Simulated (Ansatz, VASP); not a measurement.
# P (zigzag P chain) in two plane-wave programs, part 2 of 2

Wanted: the spread between two codes on one cell, functional and k mesh. The structure shown is the start of the Ansatz relaxation below; VASP solves that cell, so the two are compared at the walk's first step. Other levels of theory on this material are compared in a session of their own.

VASP 6.6.1 and Ansatz 0.2.0.

So far: Starting point; Ansatz: relaxation, PBEsol; VASP: single point, PBEsol, start cell.

In doubt: warnings of the run leave room for a lower electronic state (step 2), so energies may not be the lowest and differences between runs may mislead.

### Step 4. Comparison

Known differences besides the potentials themselves: the cutoff is 420 eV in Ansatz and 400 eV in VASP; Ansatz makes its cores anew for this functional, VASP keeps those of its PBE data sets. Total energies have different zeros and are not compared.

Forces (eV/Å; atoms numbered as in POSCAR):

```csv
atom,"Ansatz x, y, z","VASP x, y, z"
P1,"-2.245, 0.000, 0.000","-2.238, 0.000, 0.000"
P2,"2.245, 0.000, 0.000","2.238, 0.000, 0.000"
```

The forces differ by 3.9 meV/Å r.m.s., which is 0.3 % of the r.m.s. force of 1.292 eV/Å (both taken over all components). Moments aren't recorded for both runs of this pair, so they may hold unlike magnetic states.

### Step 5. Ansatz: relaxation, r2SCAN

The two programs are compared at the cell with which this relaxation starts, whose forces are those of its first step.

The structure compared here is the start of the Ansatz relaxation; VASP solves that cell, so the two are compared at the walk's first step.

Input file input.yaml:

```yaml
crystal:
  lattice:
    - [9.0, 0.0, 0.0]
    - [0.0, 7.5, 0.0]
    - [0.0, 0.0, 3.5900649126]
  atoms:
    - { symbol: P, position: [0.446975795, 0.5, 0.0], spin: 0.3 }
    - { symbol: P, position: [0.553024205, 0.5, 0.5], spin: 0.3 }
magnetization:
  spin_polarized: true
kpoints:
  mp_grid: { grid: [1, 1, 23] }
scf:
  occupations: { method: fermi_dirac, width: 0.05 }
hamiltonian:
  xc: r2scan
relax:
  cell: { fix: [a, b, alpha, beta, gamma] }
  max_steps: 60
```

Launch:

```console
ansatz run input.yaml --threads 4 --pin off --max-ram 8192MiB --backend cpu --events-out ev --progress --plain --runs-dir out
```

Numbers of over 12 decimals in the logs are rounded to 6 here.

What it wrote:

```text
[...]
Crystal: 2 atoms, lattice volume = 242.329 Å³
Basis set: ecut = 500 eV, 6171 PW (Γ), exchange–correlation on 288×240×108 points (64 copies of the dense FFT grid, shifted against one another)
Bands: 10, of which v1, the nominal top of the filled ones, is band 5 counted from 1 (4 counted from 0)
Symmetry: 8 space group operations
[...]
0.000000       0.057628       0.000000
        0.000000       0.000000      -0.007610
  P = ⅓ Tr σ = -0.0013 GPa (-0.013 kbar)
--- Relaxed structure (7 steps of the walk, 7 accepted, 1 SCFs on fresh bases) ---
[...]
cell:  # Å, volume = 211.7250 Å³
    - [9.0, 0.0, 0.0]
    - [0.0, 7.5, 0.0]
    - [0.0, 0.0, 3.136667]
  atoms:
    - { symbol: P, position: [0.421470, 0.5, 0.0] }
    - { symbol: P, position: [0.578530, 0.5, 0.5] }
[key lines of the parts left out:]
SCF converged after 6 iterations
Magnetization: -0.0000 μB (5.0000 up, 5.0000 down)
Free energy (F): -1517.324925 eV
Fermi energy:    -3.590330 eV
```

### Step 6. VASP: single point, r2SCAN, start cell

The same cell, functional, mesh and smearing now go to VASP, with its own data sets.

Input file INCAR:

```
SYSTEM = P
PREC = Accurate
ENCUT = 440
EDIFF = 1E-06
NELM = 200
ISMEAR = -1
SIGMA = 0.05
LREAL = .FALSE.
ALGO = Normal
METAGGA = R2SCAN
LASPH = .TRUE.
NBANDS = 12
ISPIN = 2
MAGMOM = 0 0
LORBIT = 11
LWAVE = .FALSE.
LCHARG = .FALSE.
ISIF = 2
GGA_COMPAT = .FALSE.
LMIXTAU = .TRUE.
KPAR = 2
```

Input file POSCAR:

```
P
1.0
    9.0000000000      0.0000000000      0.0000000000
    0.0000000000      7.5000000000      0.0000000000
    0.0000000000      0.0000000000      3.5900650000
P
2
Direct
    0.4469757778      0.5000000000      0.0000000000
    0.5530242222      0.5000000000      0.4999998607
```

Input file KPOINTS:

```
Automatic mesh
0
Gamma
1 1 23
0 0 0
```

The projector-augmented-wave data sets are P (PBE family, release 64).

Launch:

```console
mpirun -np 2 vasp_std
```

What it wrote:

```text
[banner, memory and clock lines left out]
running    2 mpi-ranks, on    1 nodes
[...]
[... a notice as in an earlier step ...]

 LDA part: xc-table for (None), standard interpolation
 POSCAR, INCAR and KPOINTS ok, starting setup
[...]
entering main loop
       N       E                     dE             d eps       ncg     rms          rms(c)
DAV:   1     0.417796615221E+02    0.41780E+02   -0.27703E+03   576   0.476E+02
DAV:   2    -0.118607734207E+02   -0.53640E+02   -0.50908E+02   832   0.950E+01
DAV:   3    -0.177538580314E+02   -0.58931E+01   -0.57755E+01   788   0.361E+01
DAV:   4    -0.178623118479E+02   -0.10845E+00   -0.10807E+00   768   0.614E+00
[...]
DAV:  30    -0.158062280716E+02    0.84542E-05   -0.47757E-06   600   0.172E-02    0.156E-03
DAV:  31    -0.158062666300E+02   -0.38558E-04   -0.32658E-05   608   0.336E-02    0.229E-03
DAV:  32    -0.158062663815E+02    0.24844E-06   -0.62573E-07   652   0.696E-03
   1 F= -.15806266E+02 E0= -.15796436E+02  d E =-.196614E-01  mag=     0.0005
```

Parts of OUTCAR (step 6):

```text
  Total        2.2224451      0.0849922      0.3840143      0.0000000      0.0000000      0.0000000
  in kB       14.6938480      0.5619314      2.5389366      0.0000000      0.0000000      0.0000000
  external PRESSURE =       5.9315720 kB  Pullay stress =       0.0000000 kB

 POSITION                                       TOTAL-FORCE (eV/Angst)
 -----------------------------------------------------------------------------------
      4.02278      3.75000      0.00000        -2.345068      0.000000      0.000000
      4.97722      3.75000      1.79503         2.345068      0.000000      0.000000
 -----------------------------------------------------------------------------------
    total drift:                               -0.000050     -0.000000      0.000063

  FREE ENERGIE OF THE ION-ELECTRON SYSTEM (eV)
  ---------------------------------------------------
  free  energy   TOTEN  =       -15.8062663815 eV

  energy  without entropy=      -15.7866050311  energy(sigma->0) =      -15.79643571

 magnetization (x)
# of ion       s       p       d       tot
------------------------------------------
    1        0.000   0.000   0.000   0.000
    2        0.000   0.000   0.000   0.000
--------------------------------------------------
tot          0.000   0.000   0.000   0.000

[... 1 part as in an earlier step ...]

[... 2 further parts left out ...]
[key lines of the parts left out:]
E-fermi :  -3.3796
```

### Step 7. Side by side

What differs besides the data sets and the points named for the pairs above, as far as they apply: VASP keeps PBE cores, Ansatz makes them for the functional; the cutoff is 500 eV in Ansatz and 440 eV in VASP. Total energies have different zeros and are not compared.

Forces (eV/Å; atoms numbered as in POSCAR):

```csv
atom,"Ansatz x, y, z","VASP x, y, z"
P1,"-2.701, 0.000, 0.000","-2.345, 0.000, 0.000"
P2,"2.701, 0.000, 0.000","2.345, 0.000, 0.000"
```

The forces differ by 205 meV/Å r.m.s., which is 15.2 % of the r.m.s. force of 1.354 eV/Å (both taken over all components). Moments aren't recorded for both runs of this pair, so they may hold unlike magnetic states.

### Step 8. Outcome

| Quantity | Value |
| --- | --- |
| r.m.s. force difference (single point, PBEsol, start cell) | 0.30 % of the r.m.s. force |
| r.m.s. force difference (single point, r2SCAN, start cell) | 15 % of the r.m.s. force |

In words: The r.m.s. force difference is 15 % of the r.m.s. force (single point, r2SCAN, start cell), beyond the 3 % picked in this series as the mark of a large difference. What causes the difference of the single point, r2SCAN, start cell pair stays open here. 5 further runs of this series are not shown here. Such differences can come from data sets, numerical settings and the points named under the comparisons, not from the functional's error against experiment.

[Lines on the potential files, build, host, timing and source positions are cut from VASP's logs without a mark.]

[Logs are printed without paths, hosts, clocks, repeated set-up lines and the standing remarks that a program may print on its own settings, such as how far it seeks lower states.]

[Hosts, paths, dates, database ids (printed as entryN), source tags and the programs' standing remarks are cut or masked in the printed files.]
